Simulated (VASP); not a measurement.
```yaml
crystal:
  lattice:
    - [2.87253, 0.00000, 0.00000]
    - [0.00000, 2.82411, 0.00000]
    - [0.00000, 0.00000, 4.07704]
  atoms:
    - { symbol: Ti, position: [0.00000, 0.00000, 0.00000] }
    - { symbol: Al, position: [0.51492, 0.50000, 0.50000] }
```

Computed with PBE GGA, VASP's PBE PAW potentials (set 64) (plane waves; VASP). Run with 520 eV cut-off, 11×12×8 Γ-centred mesh, first-order Methfessel-Paxton smearing of 0.10 eV, potentials Ti Al.

**Question.** Which forces act on the atoms, in eV/Å?

**Answer.** 
```
atom      Fx     Fy     Fz
----  ------  -----  -----
Ti1    0.178  0.000  0.000
Al2   -0.178  0.000  0.000
```

**Question.** Give the stress tensor in GPa (positive for a compressed cell).

**Answer.** 
```
-4.32   0.00   0.00
 0.00  -1.70   0.00
 0.00   0.00  -1.84
```
The pressure is its mean diagonal, -2.62 GPa.

The compound is TiAl in the L1_0 structure. The cell was not relaxed at this level, atoms are displaced from their ideal sites. The run is one of a series of settings (ENCUT = 520, POTCAR Ti Al (PBE.64 set) against the base run), some of them coarse on purpose. The electron count is odd and the run is not spin-polarised, which forces a metal.
